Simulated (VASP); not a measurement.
Consider the following.

```
CELL_PARAMETERS angstrom
     -2.99890     2.99890     2.39274
      2.99890    -2.99890     2.39274
      2.99890     2.99890    -2.39274
ATOMIC_POSITIONS crystal
  Al 0.84139 0.65861 0.50000
  Al 0.15861 0.34139 0.50000
  Al 0.65861 0.15861 0.81722
  Al 0.34139 0.84139 0.18278
  Cu 0.25000 0.25000 0.00000
  Cu 0.75000 0.75000 0.00000
```

The numbers are results of PBE GGA, VASP's PBE PAW potentials (set 64) (plane waves; VASP), not measurements. Run with 300 eV cut-off, 6×6×6 Γ-centred mesh, Gaussian smearing of 0.27 eV, potentials Al Cu.

At this cut-off the stress carries a Pulay error, which pulls relaxed volumes low.

Task: Give the stress tensor in GPa (positive for a compressed cell).

Result: 
```
2.29  0.00  0.00
0.00  2.29  0.00
0.00  0.00  5.40
```
The pressure is its mean diagonal, 3.33 GPa.

The structure comes from a computed database's Al2Cu entry; how it stands against other phases isn't given here. The cell was not relaxed at this level.
